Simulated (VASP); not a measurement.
Input:

```
BiTl
1.0
    3.88378     0.00000     0.00000
    0.00000     3.88378     0.00000
    0.00000     0.00000     3.88378
Tl Bi
1 1
Cartesian
  0.00000   0.00000   0.00000
  1.94189   1.94189   1.94189
```

Computed with PBEsol GGA, VASP's PBE PAW potentials (set 64) (plane waves; VASP). Numerical set-up: 400 eV cut-off, 11×11×11 Γ-centred mesh, tetrahedra with Blöchl corrections, potentials Tl_d Bi_d.

Unless said otherwise, spin-orbit coupling is left out, though it shifts the bands of the heavy elements here.

Question: Estimate the energy per atom (σ→0), band gap (on the k-mesh) with the smallest direct gap where there is one.

Answer: 
```yaml
band gap (on the k-mesh): none (metal, semimetal or under 0.01 eV)
energy per atom (σ→0): -3407 meV/atom
```

Only differences to runs with the same potentials and settings are physical.

The structure was generated: TlBi was put into the CsCl type type (Pm-3m), which need not be its known phase. It was relaxed first, which changed the volume by +6 %.
